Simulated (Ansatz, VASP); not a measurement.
# Cross-check of Pt (Platinum) between VASP and Ansatz

Wanted: the spread between two codes on one cell, functional and k mesh. The cell is taken from a series of VASP runs on this material, whose earlier steps may have relaxed, scaled or displaced it; both programs get it as it stands.

Main program and level: Ansatz 0.2.0; plane waves, with VASP 6.6.1 beside it; relaxation of cell and atoms at r2SCAN with rVV10.

## Step 1: The structure

The structure is cubic, space group Fm-3m (No. 225). The conventional cell has a = 3.923 Å, b = 3.923 Å, c = 3.923 Å, α = 90.00°, β = 90.00°, γ = 90.00°. Nearest to Pt lie 12 Pt at 2.77 Å.

## Step 2: Ansatz: relaxation of cell and atoms, r2SCAN with rVV10

Ansatz runs on its default PAW (the set named soft_2) files.

The relaxed volume is the usual yardstick between codes: its relative difference is about their pressure difference at one cell divided by the bulk modulus.

Contents of input.yaml:

```yaml
crystal:
  lattice:
    - [0.0, 1.96155, 1.96155]
    - [1.96155, 0.0, 1.96155]
    - [1.96155, 1.96155, 0.0]
  atoms:
    - { symbol: Pt, position: [0.0, 0.0, 0.0] }
hamiltonian:
  xc: r2scan
  pseudopotentials: { kind: paw }
  dispersion: rvv10
kpoints:
  mp_grid: { grid: [12, 12, 12] }
scf:
  occupations: { method: methfessel_paxton, width: 0.1 }
relax:
  f_tol: 0.01
  max_steps: 60
  cell: { stress_tol: 0.05 }
output:
  forces: true
  stress: true
```

The run is started by

```bash
$ ansatz run input.yaml --threads 4 --pin off --max-ram 9216MiB --backend cpu --events-out ev --progress --plain --runs-dir out
```

Numbers of over 12 decimals in the logs are rounded to 6 here.

Log:

```text
Engine: ansatz 0.2.0, aarch64-unknown-linux-gnu
Pseudopotentials: kind: paw
Pseudopotential: Pt, paw, valence charge 18, recommended cutoff 500 eV (meta_gga), Pt.paw.azcp
Functional definition: r2SCAN+rVV10
  parameter k0 = 0.174
  parameter k1 = 0.065
  parameter a1 = 4.9479
  exchange = r2scan_x(k0 = k0, k1 = k1, a1 = a1)
  correlation = r2scan_c + rvv10(11.95, 0.0093)
Crystal: 1 atoms, lattice volume = 15.095 Å³
Basis set: ecut = 500 eV, 387 PW (Γ), exchange–correlation on 96×96×96 points (64 copies of the dense FFT grid, shifted against one another)
Bands: 13, of which v1, the nominal top of the filled ones, is band 9 counted from 1 (8 counted from 0)
Symmetry: 48 space group operations
Space group: Fm-3m (ITA 225), of the structure as read, at distance tolerance 2.5e-5 Å
k-points: 72 of 1728
Non-local potential: Pt, projectors of the file, l = 0: 3, l = 1: 2, l = 2: 2, l = 3: 1
PAW form: soft (Blöchl's): semilocal exchange-correlation on the pseudo side does not see the compensation charge
rVV10 density: all electrons in the spheres
PAW frozen core: Pt, regenerated for the run's functional (the file was generated under x = pbe(κ = 0.804, μ = 0.219515), c = pbe(β = 0.066725))
PAW one-centre angular grid: Pt, 590 points (default); XC on 160 Gauss nodes
Initial density: superposition of atomic densities (neutral atoms: chi_scale 0, normalization atom), corrected by the library's trained network
Initial wavefunctions: pseudopotential atomic-orbital guess
Functional: x = r2scan, c = r2scan + rvv10(b = 11.95, C = 0.0093); τ floored in thin density (d = 2e-4 eV/Å³)
SCF iter   1: F=—  HF=-12533.847535 eV  |F-HF|=—  |Δ(HF+E_count)|=         —  Δρ=1.28e-2  dr2=1.71e-2  dr2_τ=1.11e-2  ethr=1.77e-3  ⟨swp⟩=5.0  Hψ=5119  notcnv=0
preconditioner: auto → none  [metal: Δε(μ)=0.003 eV  Ē_g=14.841 eV  σ=0.100 eV  W_gap=0.02  n_scr=8 (ndim 8)  ℏωp=30.2 eV  f_vac=0.000  D(μ)=2.39/eV (n_scr^D=50)  sad-step TF]
SCF iter   2: F=—  HF=-12533.853425 eV  |F-HF|=—  |Δ(HF+E_count)|=   5.89e-3  S|Δr|=    0.00e0  Δρ=6.40e-3  dr2=3.58e-3  dr2_τ=5.53e-4  ethr=9.51e-5  ⟨swp⟩=2.3  Hψ=1793  notcnv=0
SCF iter   3: F=—  HF=-12533.853855 eV  |F-HF|=—  |Δ(HF+E_count)|=   4.30e-4  S|Δr|=    0.00e0  Δρ=1.02e-3  dr2=9.83e-5  dr2_τ=7.90e-6  ethr=1.99e-5  ⟨swp⟩=2.1  Hψ=1237  notcnv=0
SCF iter   4: F=—  HF=-12533.853895 eV  |F-HF|=—  |Δ(HF+E_count)|=   3.99e-5  S|Δr|=    0.00e0  Δρ=1.64e-4  dr2=2.87e-6  dr2_τ=4.31e-7  ethr=5.46e-7  ⟨swp⟩=2.0  Hψ=1295  notcnv=0
SCF iter   5: F=-12533.853895 eV  HF=-12533.853895 eV  |F-HF|=5.01e-8  |Δ(HF+E_count)|=   6.12e-8  S|Δr|=    0.00e0  Δρ=2.36e-5  dr2=3.01e-8  dr2_τ=1.06e-8  ethr=5.56e-10  ⟨swp⟩=3.0  Hψ=3951  notcnv=0
SCF 1 converged in 5 iterations: F = -12533.853895 eV  dr2 = 3.01e-8
  greatest PAW one-centre occupation: 1.000 electrons in one spin orbital (limit 2), on the Pt atom at site 0 (counted from 0), in its partial waves of l = 0
relax step   1: F+E_penalty+E_count = -12533.85389518 eV  Δ(F+E_penalty+E_count) = +0.000e0 eV  max|allowed force component| = 0.000e0 eV/Å  Δτ_max = 0.0000 Å  P = +0.527 GPa  Ω = 15.095 Å³  (5 SCF iters, dr2 threshold 1.00e-7 eV, accepted)
[...]
relax step   2: F+E_penalty+E_count = -12533.85375233 eV  Δ(F+E_penalty+E_count) = +1.428e-4 eV  max|allowed force component| = 0.000e0 eV/Å  Δτ_max = 0.0000 Å  P = -0.954 GPa  Ω = 15.173 Å³  energy of the carried Pulay correction = -3.593e-5 eV  (6 SCF iters, dr2 threshold 1.00e-7 eV, rejected (line search))
[...]
relax step   3: F+E_penalty+E_count = -12533.85392785 eV  Δ(F+E_penalty+E_count) = -3.268e-5 eV  max|allowed force component| = 0.000e0 eV/Å  Δτ_max = 0.0000 Å  P = -0.004 GPa  Ω = 15.123 Å³  energy of the carried Pulay correction = -1.277e-5 eV  (10 SCF iters, accepted)
[...]
relax step   4: F+E_penalty+E_count = -12533.85394369 eV  Δ(F+E_penalty+E_count) = -1.583e-5 eV  max|allowed force component| = 0.000e0 eV/Å  Δτ_max = 0.0000 Å  P = -0.003 GPa  Ω = 15.123 Å³  stress off target by 3.32e-3 GPa  SCF on the basis re-selected at this cell (its energy is not comparable with the rows above)  (4 SCF iters)
basis re-selected at this cell: Δ(F+E_penalty+E_count) = -1.583e-5 eV, ΔP = +0.001 GPa vs the last step (what re-selecting the basis moved, of the pressure what is left beyond the Pulay correction that the steps carried, after the strain that the cell walked since its last selection, with what the two solves' SCF thresholds leave and, on support functions, any second-order correction that the steps lacked; it is no measure of the basis error at this ecutwfc). This SCF's stress stands 3.32e-3 GPa from its target on what of the cell is left free (relax.cell.stress_tol is 5.00e-2 GPa) and its largest allowed force component is 0.00e0 eV/Å (relax.f_tol is 1.00e-2 eV/Å): [rest of the remark cut]
SCF converged after 4 iterations
Stability not checked: this state was not tested for a lower state beside it, because cold or Methfessel-Paxton smearing, or corrected tetrahedra, fill the levels in a way that the test cannot read (fill_not_monotonic; see scf.lower_state_search)
Free energy (F): -12533.853944 eV
Harris-Foulkes:  -12533.853944 eV  (|F-HF|=1.82e-12)
Internal energy: -12533.851976 eV  (E = F + TS)
E sigma→0 (E₀):  -12533.853452 eV
Entropy (-TS):   -0.001967 eV (-1.967 meV/atom)
Fermi energy:    23.056621 eV
--- Per-component energies (eV) ---
  E_band       = -148.495151
  E_kinetic    = 638.200930
  E_local      = -1468.895140  (includes V_loc(G=0)·N_el)
  E_nonlocal   = 201.862273
  E_hartree    = 547.009548
  E_xc         = -247.428532
  E_vxc        = -337.690380  (∫ρ·V_xc dr)
  E_paw        = -9479.809488  (= ΣΔE_a)
  E_vpaw       = -297.567442  (= ΣTr[D̂ρ^β])
  E_aug_tail   = 0.000124  (compensation charges beyond the density's cutoff)
  E_vtau       = 21.575405  (kinetic-family band-sum trace: ∫τ·v_τ [+ j·A + Jᵃ·Aᵃ] dr)
  E_ewald      = -2724.560195
  E_core_change = -0.231494  (= ΣΔE_core)
  E_smearing   = -0.001967  (= −TS)
  E_closure    = 0.000000  (closes the sum)
  Σ components = -12533.853944   (vs F -12533.853944, Δ=0.00e0)
--- Forces (eV/Å), atoms counted from 1 ---
  atom   1  Pt    -0.00000000    -0.00000000     0.00000000
  max |Σ_I F_I| component: 1.81e-31 eV/Å
--- Stress (GPa, compression-positive) ---
       -0.003321      -0.000000      -0.000000
       -0.000000      -0.003321      -0.000000
        0.000000      -0.000000      -0.003321
  P = ⅓ Tr σ = -0.0033 GPa (-0.033 kbar)
--- Relaxed structure (3 steps of the walk, 2 accepted, 1 SCFs on fresh bases) ---
  F+E_penalty+E_count = -12533.85394369 eV   max|allowed force component| = 0.000e0 eV/Å   (the final SCF, on the basis selected at the relaxed cell)
  cell:  # Å, volume = 15.1227 Å³
    - [0, 1.962758, 1.962758]
    - [1.962758, 0, 1.962758]
    - [1.962758, 1.962758, 0]
  atoms:
    - { symbol: Pt, position: [0.0, 0.0, 0.0] }
```

Wall time 6.1 s (4 threads of Arm Neoverse N1, shared host); peak memory 0.36 GiB.

[end of part 1 of 2]

[Lines on the potential files, build, host, timing and source positions are cut from VASP's logs without a mark.]

[Logs are printed without paths, hosts, clocks, repeated set-up lines and the standing remarks that a program may print on its own settings, such as how far it seeks lower states.]

[Hosts, paths, dates, database ids (printed as entryN), source tags and the programs' standing remarks are cut or masked in the printed files.]
